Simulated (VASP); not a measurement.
# HoRh2: fixed spin moments

What does it cost to change the moment of HoRh2? The start is a cell from a database of measured crystal structures.

Program: VASP 6.6.1. Level of theory: PBEsol, spin-polarised from a ferromagnetic start; plane waves and PAW (Ho, Rh_pv), in the first sound run; inputs show where later runs differ. Results are calculated unless marked as measured.

## Step 1: The starting structure

It takes space group Fd-3m (No. 227, cubic). The conventional cell has a = 7.425 Å, b = 7.425 Å, c = 7.425 Å, α = 90.00°, β = 90.00°, γ = 90.00°. Nearest to Ho lie 12 Rh at 3.08 Å and 4 Ho at 3.22 Å. Nearest to Rh lie 6 Rh at 2.63 Å and 6 Ho at 3.08 Å. Farther neighbours are not listed.

## Step 2: Free moment

The unconstrained run shows the moment that this start leads to, and gives an energy to count from.

Input file INCAR:

```
SYSTEM = HoRh2
PREC = Accurate
ENCUT = 420
EDIFF = 1E-06
NELM = 150
ISMEAR = 1
SIGMA = 0.05
LREAL = .FALSE.
ALGO = Normal
GGA = PS
NBANDS = 72
ISPIN = 2
MAGMOM = 4 4 0 0 0 0
LASPH = .TRUE.
LMAXMIX = 6
AMIX = 0.2
BMIX = 1E-04
AMIX_MAG = 0.8
BMIX_MAG = 1E-04
LORBIT = 11
LWAVE = .FALSE.
LCHARG = .FALSE.
KPAR = 2
NEDOS = 1500
```

Input file POSCAR:

```
HoRh2
1.0
    0.0000000000      3.7125000000      3.7125000000
    3.7125000000      0.0000000000      3.7125000000
    3.7125000000      3.7125000000      0.0000000000
Ho Rh
2 4
Direct
    0.7500000000      0.7500000000      0.7500000000
    0.5000000000      0.5000000000      0.5000000000
    0.1250000000      0.6250000000      0.1250000000
    0.1250000000      0.1250000000      0.6250000000
    0.6250000000      0.1250000000      0.1250000000
    0.1250000000      0.1250000000      0.1250000000
```

Input file KPOINTS:

```
Automatic mesh
0
Gamma
6 6 6
0 0 0
```

PAW data sets: Ho and Rh_pv (PBE family, release 64).

Command:

```
$ mpirun -np 2 vasp_std
```

Output:

```text
[banner, memory and clock lines left out]
running    2 mpi-ranks, on    1 nodes
 distrk:  each k-point on    1 cores,    2 groups
 distr:  one band on    1 cores,    1 groups

 POSCAR found type information on POSCAR HoRh
 POSCAR found :  2 types and       6 ions
|                                                                             |
|               ----> ADVICE to this user running VASP <----                  |
|                                                                             |
|     You enforced a specific xc type in the INCAR file but a different       |
|     [... a line on the potential file left out ...]
|     I HOPE YOU KNOW WHAT YOU ARE DOING!                                     |
|                                                                             |

 LDA part: xc-table for (Slater+PW92), standard interpolation
 POSCAR, INCAR and KPOINTS ok, starting setup
 FFT: planning ... GRIDC
 FFT: planning ... GRID_SOFT
 FFT: planning ... GRID
 WAVECAR not read
 entering main loop
       N       E                     dE             d eps       ncg     rms          rms(c)
DAV:   1     0.101350413927E+04    0.10135E+04   -0.40309E+04  7736   0.579E+03
DAV:   2     0.102653060779E+03   -0.91085E+03   -0.84692E+03  7728   0.111E+03
DAV:   3    -0.321340911135E+02   -0.13479E+03   -0.12026E+03  6376   0.226E+02
DAV:   4    -0.486376834149E+02   -0.16504E+02   -0.15927E+02  7648   0.641E+01
DAV:   5    -0.524163409673E+02   -0.37787E+01   -0.37029E+01  9128   0.229E+01    0.880E+01
DAV:   6    -0.108022091717E+03   -0.55606E+02   -0.18240E+02  6336   0.341E+02    0.341E+02
DAV:   7    -0.985279343344E+02    0.94942E+01   -0.99181E+00  6688   0.185E+01    0.314E+02
DAV:   8    -0.944520209380E+02    0.40759E+01   -0.10107E+00  9088   0.668E+00    0.267E+02
DAV:   9    -0.614269214121E+02    0.33025E+02   -0.69648E+00  7096   0.457E+01    0.208E+02
DAV:  10    -0.702155846847E+02   -0.87887E+01   -0.47450E+01  6784   0.225E+02    0.133E+02
DAV:  11    -0.689175605722E+02    0.12980E+01   -0.96074E+00  7808   0.109E+01    0.103E+02
DAV:  12    -0.557646699357E+02    0.13153E+02   -0.33899E+00  6264   0.375E+01    0.940E+01
DAV:  13    -0.497116710283E+02    0.60530E+01   -0.98101E+00  7944   0.448E+01    0.764E+01
DAV:  14    -0.517685880478E+02   -0.20569E+01   -0.13208E+00  7336   0.304E+01    0.874E+01
DAV:  15    -0.508248545012E+02    0.94373E+00   -0.85395E-01  8760   0.122E+01    0.871E+01
DAV:  16    -0.494060800673E+02    0.14188E+01   -0.41307E+00  7800   0.324E+01    0.899E+01
DAV:  17    -0.496720661334E+02   -0.26599E+00   -0.23344E-01  8280   0.719E+00    0.100E+02
DAV:  18    -0.500937703681E+02   -0.42170E+00   -0.12529E-01  7848   0.879E+00    0.121E+02
DAV:  19    -0.503288446999E+02   -0.23507E+00   -0.10507E-01  7848   0.616E+00    0.127E+02
DAV:  20    -0.504267082458E+02   -0.97864E-01   -0.36720E-02  8832   0.241E+00    0.128E+02
DAV:  21    -0.503642786369E+02    0.62430E-01   -0.23920E-02  8104   0.303E+00    0.130E+02
DAV:  22    -0.502847242561E+02    0.79554E-01   -0.16260E-02  7928   0.320E+00    0.130E+02
DAV:  23    -0.503874734440E+02   -0.10275E+00   -0.26488E-02  8584   0.205E+00    0.122E+02
DAV:  24    -0.505279960761E+02   -0.14052E+00   -0.49140E-02  8408   0.294E+00    0.102E+02
DAV:  25    -0.502497840881E+02    0.27821E+00   -0.82362E-02  7056   0.879E+00    0.817E+01
DAV:  26    -0.500617865989E+02    0.18800E+00   -0.77443E-02  7592   0.753E+00    0.701E+01
DAV:  27    -0.500587563889E+02    0.30302E-02   -0.16376E-02  7944   0.327E+00    0.585E+01
DAV:  28    -0.499515730931E+02    0.10718E+00   -0.25986E-02  7784   0.387E+00    0.477E+01
DAV:  29    -0.498658891803E+02    0.85684E-01   -0.47158E-02  7992   0.458E+00    0.316E+01
DAV:  30    -0.498268471126E+02    0.39042E-01   -0.35556E-02  8984   0.365E+00    0.199E+01
[...]
DAV:  36    -0.498159901551E+02   -0.15817E-02   -0.11317E-03  7808   0.121E+00    0.380E+00
DAV:  37    -0.498148288844E+02    0.11613E-02   -0.65479E-04  8552   0.772E-01    0.467E+00
DAV:  38    -0.498142148137E+02    0.61407E-03   -0.13203E-03  7584   0.148E+00    0.308E+00
DAV:  39    -0.498143521560E+02   -0.13734E-03   -0.43386E-04  7792   0.236E-01    0.950E-01
DAV:  40    -0.498144082139E+02   -0.56058E-04   -0.15832E-04  8144   0.439E-01    0.569E-01
DAV:  41    -0.498143518566E+02    0.56357E-04   -0.47256E-05  7768   0.145E-01    0.221E-01
DAV:  42    -0.498143303108E+02    0.21546E-04   -0.22178E-05  6584   0.146E-01    0.210E-01
DAV:  43    -0.498143492320E+02   -0.18921E-04   -0.24493E-05  8032   0.137E-01    0.322E-01
DAV:  44    -0.498143426738E+02    0.65582E-05   -0.10957E-05  5176   0.866E-02    0.296E-01
DAV:  45    -0.498143382080E+02    0.44658E-05   -0.53409E-06  4856   0.433E-02    0.184E-01
DAV:  46    -0.498143317039E+02    0.65041E-05   -0.64752E-06  4704   0.778E-02    0.132E-01
DAV:  47    -0.498143311142E+02    0.58968E-06   -0.22549E-06  3768   0.276E-02
   1 F= -.49814331E+02 E0= -.49814711E+02  d E =0.113972E-02  mag=     7.5902
```

Run time: 5.9 min. Hardware: 2 MPI ranks of Intel Xeon Platinum 8488C (Sapphire Rapids), shared host; peak memory 0.64 GiB.

The logs omit lines about the potential files and the build; timing stands in the text.

Parts of OUTCAR (step 2):

```text
ion  position               nearest neighbor table
   1  0.750  0.750  0.750-   3 3.08   4 3.08   5 3.08   3 3.08   5 3.08   6 3.08   4 3.08   5 3.08
                             6 3.08   3 3.08   4 3.08   6 3.08   2 3.22   2 3.22   2 3.22   2 3.22
   2  0.500  0.500  0.500-   3 3.08   4 3.08   6 3.08   4 3.08   5 3.08   6 3.08   3 3.08   5 3.08
                             6 3.08   3 3.08   4 3.08   5 3.08   1 3.22   1 3.22   1 3.22   1 3.22
   3  0.125  0.625  0.125-   6 2.63   4 2.63   4 2.63   5 2.63   6 2.63   5 2.63   1 3.08   1 3.08
                             2 3.08   1 3.08   2 3.08   2 3.08
   4  0.125  0.125  0.625-   6 2.63   3 2.63   5 2.63   6 2.63   3 2.63   5 2.63   1 3.08   2 3.08
                             2 3.08   1 3.08   2 3.08   1 3.08
   5  0.625  0.125  0.125-   6 2.63   4 2.63   3 2.63   3 2.63   4 2.63   6 2.63   1 3.08   2 3.08
                             1 3.08   2 3.08   1 3.08   2 3.08
   6  0.125  0.125  0.125-   3 2.63   4 2.63   5 2.63   4 2.63   3 2.63   5 2.63   2 3.08   1 3.08
                             2 3.08   1 3.08   2 3.08   1 3.08

  LATTYP: Found a face centered cubic cell.
 ALAT       =     7.4250000000

 Subroutine GETGRP returns: Found 48 space group operations
 (whereof 24 operations were pure point group operations)

The static configuration has the point symmetry T_d .
 The point group associated with its full space group is O_h .

 Found     16 irreducible k-points:

   k-points           NKPTS =     16   k-points in BZ     NKDIM =     16   number of bands    NBANDS=     72

   dimension x,y,z NGX =    36 NGY =   36 NGZ =   36
   dimension x,y,z NGXF=    72 NGYF=   72 NGZF=   72

   ENCUT  =  420.0 eV  30.87 Ry    5.56 a.u.   8.77  8.77  8.77*2*pi/ulx,y,z

   NELECT =     102.0000    total number of electrons

 k-points in reciprocal lattice and weights: Automatic mesh
   0.00000000  0.00000000  0.00000000       0.005
   0.16666667  0.00000000  0.00000000       0.037
   0.33333333  0.00000000  0.00000000       0.037
   0.50000000  0.00000000  0.00000000       0.019
   0.16666667  0.16666667  0.00000000       0.028
   0.33333333  0.16666667  0.00000000       0.111
   0.50000000  0.16666667  0.00000000       0.111
  -0.33333333  0.16666667  0.00000000       0.111
  -0.16666667  0.16666667  0.00000000       0.056
[...]
-0.33333333  0.33333333  0.16666667       0.111
  -0.33333333  0.50000000  0.16666667       0.056

 average (electrostatic) potential at core
       1 -33.2948       2 -33.2948       3 -74.1784       4 -74.1784       5 -74.1784
       6 -74.1784

 E-fermi :   7.7078

 spin component 1
 k-point     1 :       0.0000    0.0000    0.0000
  band No.  band energies     occupation
    ...
     50       7.0151      1.00000
     51       7.0296      1.00000
     52       7.0296      1.00000
     53       7.6079      1.00802
     54       7.6079      1.00802
     55       8.5357     -0.00000
     56       8.5357     -0.00000
     57       8.5357     -0.00000
     58       9.2302      0.00000
     59       9.2302      0.00000
    ...

 k-point     2 :       0.1667    0.0000    0.0000
  band No.  band energies     occupation
    ...
     48       6.6972      1.00000
     49       6.6972      1.00000
     50       7.0023      1.00000
     51       7.0264      1.00000
     52       7.0264      1.00000
     53       7.7410      0.05327
     54       7.7410      0.05326
     55       8.0622     -0.00000
     56       8.5843     -0.00000
     57       8.5843     -0.00000
    ...

 k-point     3 :       0.3333    0.0000    0.0000
  band No.  band energies     occupation
    ...
     51       6.9772      1.00000
     52       7.0170      1.00000
     53       7.0170      1.00000
     54       7.3613      1.00000
     55       7.3613      1.00000
     56       9.1238      0.00000
     57       9.2298      0.00000
     58       9.4140      0.00000
     59       9.4140      0.00000
     60       9.7478      0.00000
    ...

 k-point     4 :       0.5000    0.0000    0.0000
  band No.  band energies     occupation
    ...
     51       6.9500      1.00000
     52       6.9500      1.00000
     53       6.9649      1.00000
     54       7.3152      1.00000
     55       7.3152      1.00000
     56       9.2297      0.00000
     57       9.4080      0.00000
     58       9.4080      0.00000
     59       9.7402      0.00000
     60      10.1077      0.00000
    ...

 k-point     5 :       0.1667    0.1667    0.0000
  band No.  band energies     occupation
    ...
     48       6.6935      1.00000
     49       6.6935      1.00000
     50       6.8393      1.00000
     51       6.8393      1.00000
     52       6.9984      1.00000
     53       7.8807     -0.00001
     54       8.0686     -0.00000
     55       8.0686     -0.00000
     56       8.0982     -0.00000
     57       8.1849     -0.00000
    ...

 k-point     6 :       0.3333    0.1667    0.0000
  band No.  band energies     occupation
    ...
     50       6.7180      1.00000
     51       6.7818      1.00000
     52       6.8103      1.00000
     53       7.0031      1.00000
     54       7.3274      1.00000
     55       7.8464     -0.00032
     56       8.3799     -0.00000
     57       8.4076     -0.00000
     58       9.0096      0.00000
     59       9.8560      0.00000
    ...

  Total       -0.5818624     -0.5818624     -0.5818624      0.0000000      0.0000000      0.0000000
  in kB       -9.1096461     -9.1096461     -9.1096461      0.0000000      0.0000000      0.0000000
  external PRESSURE =      -9.1096461 kB  Pullay stress =       0.0000000 kB

  energy-cutoff  :      420.00
  volume of cell :      102.34
      direct lattice vectors                 reciprocal lattice vectors
     0.000000000  3.712500000  3.712500000    -0.134680135  0.134680135  0.134680135
     3.712500000  0.000000000  3.712500000     0.134680135 -0.134680135  0.134680135
     3.712500000  3.712500000  0.000000000     0.134680135  0.134680135 -0.134680135

 POSITION                                       TOTAL-FORCE (eV/Angst)
 -----------------------------------------------------------------------------------
      5.56875      5.56875      5.56875         0.000000      0.000000      0.000000
      3.71250      3.71250      3.71250        -0.000000     -0.000000     -0.000000
      2.78437      0.92812      2.78437         0.000000     -0.000000      0.000000
      2.78437      2.78437      0.92812         0.000000      0.000000      0.000000
      0.92812      2.78437      2.78437         0.000000     -0.000000      0.000000
      0.92812      0.92812      0.92812         0.000000      0.000000      0.000000
 -----------------------------------------------------------------------------------
    total drift:                                0.000000      0.000000      0.000000

  FREE ENERGIE OF THE ION-ELECTRON SYSTEM (eV)
  ---------------------------------------------------
  free  energy   TOTEN  =       -49.8143311142 eV

  energy  without entropy=      -49.8154708328  energy(sigma->0) =      -49.81471102

 total charge
# of ion       s       p       d       f       tot
--------------------------------------------------
    1        2.092   5.742   0.501  10.223  18.559
    2        2.092   5.742   0.501  10.223  18.559
    3        0.457   6.251   7.170   0.000  13.879
    4        0.457   6.251   7.170   0.000  13.879
    5        0.457   6.251   7.170   0.000  13.879
    6        0.457   6.251   7.170   0.000  13.879
--------------------------------------------------
tot          6.013  36.489  29.683  20.447  92.632

 magnetization (x)
# of ion       s       p       d       f       tot
--------------------------------------------------
    1        0.002  -0.026   0.011   3.601   3.588
    2        0.002  -0.026   0.011   3.601   3.588
    3       -0.002  -0.003   0.092   0.000   0.087
    4       -0.002  -0.003   0.092   0.000   0.087
    5       -0.002  -0.003   0.092   0.000   0.087
    6       -0.002  -0.003   0.092   0.000   0.087
--------------------------------------------------
tot         -0.002  -0.065   0.388   7.202   7.523

[... 6 further parts left out ...]
```

The magnetic state follows from one typed start and may not be the lowest. The k-mesh is coarse for a metal. Without U or exact exchange the f electrons of Ho come out too delocalised, which can shrink the cell and pin f bands at the Fermi level. The PAW data sets were made with PBE, which is usual practice but a small mismatch for other functionals.

This step gave:

```
electronic cycles                                 : 47
electrons                                         : 102
free energy (TOTEN)                               : -49.81 eV
energy at zero smearing                           : -49.81 eV
Fermi energy                                      : 7.708 eV
moment of the cell, from the last line of the log : 7.590 μB
labelled metallic, from the levels on this mesh   : yes
DOS at the Fermi level                            : 12.08 states/eV/cell
```

Spin moment in the PAW sphere by atom:

```
atom  spin moment in the PAW sphere (μB)
 Ho1                                3.59
 Ho2                                3.59
 Rh3                                0.09
 Rh4                                0.09
 Rh5                                0.09
 Rh6                                0.09
```

The density of states has structure finer than the step of the table below, so its rows give means over 1 eV, whole bins alone (the curve runs from -12.0 to 7.9 eV). Peaks (eV: height): total up -3.1: 30.5, -2.4: 32.6, -1.8: 7.75, -0.8: 8.79; total down -1.0: 10.3, -0.5: 13.5, -0.1: 28.9, 0.6: 31.5; Ho d up 2.5: 1.81, 5.9: 2.12, 6.3: 2.09, 6.6: 3.11; Ho d down 2.8: 1.88, 6.2: 1.79, 6.7: 2.58, 7.0: 2.45; Ho f up -3.1: 26.4, -2.4: 28.6.

Means over bins of 0.088 eV. Density of states against energy, zero at the Fermi level; means over each step; 7 of 12 lines; values in states/eV/cell:

```
energy (eV)  total up  total down  Ho d up  Ho d down  Ho f up  Ho f down  Rh s up
         -8         0           0        0          0        0          0        0
         -7    0.0684      0.0560        0          0        0          0   0.0263
         -6     0.413       0.365   9.2e-4     6.5e-4   1.8e-4     1.0e-4    0.120
         -5      1.54        1.32   0.0189     0.0135  0.00884    0.00219    0.208
         -4      5.08        4.63   0.0940     0.0862    0.281     0.0178    0.227
         -3      11.7        4.09    0.117     0.1000     7.42     0.0282    0.122
         -2      10.0        4.34    0.144      0.141     5.96     0.0592    0.111
         -1      4.60        5.50    0.117      0.108    0.123       1.05   0.0844
          0      2.09        10.2   0.0768     0.0852   0.0168       7.79   0.0207
          1      1.99        6.63    0.181      0.141   0.0169       4.65   0.0258
          2      2.01        1.70    0.531      0.334   0.0118     0.0823  0.00732
          3      3.13        3.35    0.887      0.953   0.0153     0.0530   0.0405
          4     0.778       0.939    0.240      0.271  0.00827     0.0195  0.00873
          5      1.02       0.846    0.397      0.272   0.0107     0.0178  0.00989
          6      1.78        1.50    0.988      0.731   0.0100     0.0194   0.0128
          7      1.26        1.63    0.695      0.924  0.00592     0.0107   0.0131
```

(Continued in part 2 of 3.)

[Lines on the potential files, build, host, timing and source positions are cut from VASP's logs without a mark.]

[Logs are printed without paths, hosts, clocks, repeated set-up lines and the standing remarks that a program may print on its own settings, such as how far it seeks lower states.]

[Hosts, paths, dates, database ids (printed as entryN), source tags and the programs' standing remarks are cut or masked in the printed files.]

[In band tables of VASP the shares of atoms and orbitals are scaled to a sum of 1 inside the atoms' spheres.]

[Runs that stopped without an error message from VASP are left out.]
